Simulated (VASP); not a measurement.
Output of a VASP run:

OSZICAR:
```
       N       E                     dE             d eps       ncg     rms          rms(c)
DAV:   1     0.806594138279E+02    0.80659E+02   -0.90852E+03   762   0.129E+03
DAV:   2    -0.285394851618E+02   -0.10920E+03   -0.10314E+03   894   0.264E+02
DAV:   3    -0.331319775231E+02   -0.45925E+01   -0.45734E+01   869   0.583E+01
DAV:   4    -0.331702904481E+02   -0.38313E-01   -0.38306E-01   869   0.587E+00
DAV:   5    -0.331708716950E+02   -0.58125E-03   -0.58124E-03   884   0.729E-01    0.730E+00
DAV:   6    -0.280712519919E+02    0.50996E+01   -0.47005E+00   754   0.262E+01    0.695E+00
DAV:   7    -0.281033691026E+02   -0.32117E-01   -0.22495E-01   764   0.638E+00    0.414E+00
DAV:   8    -0.280362566201E+02    0.67112E-01   -0.22894E-01   754   0.530E+00    0.124E+00
DAV:   9    -0.280910589767E+02   -0.54802E-01   -0.50334E-02   759   0.257E+00    0.461E-01
DAV:  10    -0.280936249802E+02   -0.25660E-02   -0.52518E-03   779   0.106E+00    0.229E-01
DAV:  11    -0.280938843582E+02   -0.25938E-03   -0.47233E-03   819   0.660E-01    0.136E-01
DAV:  12    -0.280940438058E+02   -0.15945E-03   -0.98044E-04   774   0.324E-01    0.609E-02
DAV:  13    -0.280941245277E+02   -0.80722E-04   -0.44366E-04   759   0.309E-01    0.494E-02
DAV:  14    -0.280942419512E+02   -0.11742E-03   -0.40095E-05   789   0.630E-02    0.404E-02
DAV:  15    -0.280942557970E+02   -0.13846E-04   -0.45638E-05   759   0.889E-02    0.876E-03
DAV:  16    -0.280942544092E+02    0.13878E-05   -0.55617E-06   764   0.272E-02    0.252E-03
DAV:  17    -0.280942549508E+02   -0.54161E-06   -0.29822E-07   377   0.612E-03
   1 F= -.28094255E+02 E0= -.28094255E+02  d E =-.280943E+02
```

### OUTCAR
```
------------------------ aborting loop because EDIFF is reached ----------------------------------------
  FORCE on cell =-STRESS in cart. coord.  units (eV):
  Direction    XX          YY          ZZ          XY          YZ          ZX
  --------------------------------------------------------------------------------------
  Total        0.0036149      0.0036149      0.0036149     -0.0000000     -0.0000000     -0.0000000
  in kB        0.1392544      0.1392544      0.1392544     -0.0000000     -0.0000000     -0.0000000
  external PRESSURE =       0.1392544 kB  Pullay stress =       0.0000000 kB
  volume of cell :       41.59
      direct lattice vectors                 reciprocal lattice vectors
     0.000000000  2.749935197  2.749935197    -0.181822466  0.181822466  0.181822466
     2.749935197  0.000000000  2.749935197     0.181822466 -0.181822466  0.181822466
     2.749935197  2.749935197  0.000000000     0.181822466  0.181822466 -0.181822466
  FREE ENERGIE OF THE ION-ELECTRON SYSTEM (eV)
  ---------------------------------------------------
  free  energy   TOTEN  =       -28.0942549508 eV

  energy  without entropy=      -28.0942549508  energy(sigma->0) =      -28.09425495

 reached required accuracy - stopping structural energy minimisation
```
(Selected blocks of OUTCAR.)

### POSCAR
```
AgCl
1
   -0.0000000000     2.7499351973     2.7499351973
    2.7499351973     0.0000000000     2.7499351973
    2.7499351973     2.7499351973     0.0000000000
Ag Cl
1 1
Direct
  1.0000000000   1.0000000000   0.0000000000
  0.5000000000   0.5000000000   0.5000000000
```

Problem. Write an INCAR and KPOINTS that could have produced this output.

Solution. Several could match; the one computed here: the input of the run itself, r2SCAN+rVV10, plane waves, VASP's PBE PAW potentials (set 64).

INCAR:
```
LASPH = .TRUE.   # aspherical one-centre terms
ISIF = 3
LUSE_VDW = .TRUE.
LMIXTAU = .TRUE.
ENCUT = 520
SYSTEM = AgCl
LREAL = .FALSE.   # projection in real space or not
BPARAM = 11.95
NSW = 60
CPARAM = 0.0093
SIGMA = 0.05   # width (eV)
IBRION = 2   # conjugate gradients
LWAVE = .FALSE.
NELM = 100   # most electronic steps
LCHARG = .FALSE.
LMAXMIX = 4   # l cut-off of mixed one-centre charges
EDIFFG = -0.01   # ionic stop
ALGO = Normal
PREC = Accurate
EDIFF = 1E-6   # SCF stop (eV)
ISMEAR = 0   # Gaussian
METAGGA = R2SCAN
```

### KPOINTS
```
Automatic mesh
0
Gamma
8 8 8
0 0 0
```

POTCAR, in this order: Ag Cl (PBE.64 set). Program: vasp_std.

The compound is AgCl in the rock salt structure. It was relaxed first. The start is the result of an earlier pass.
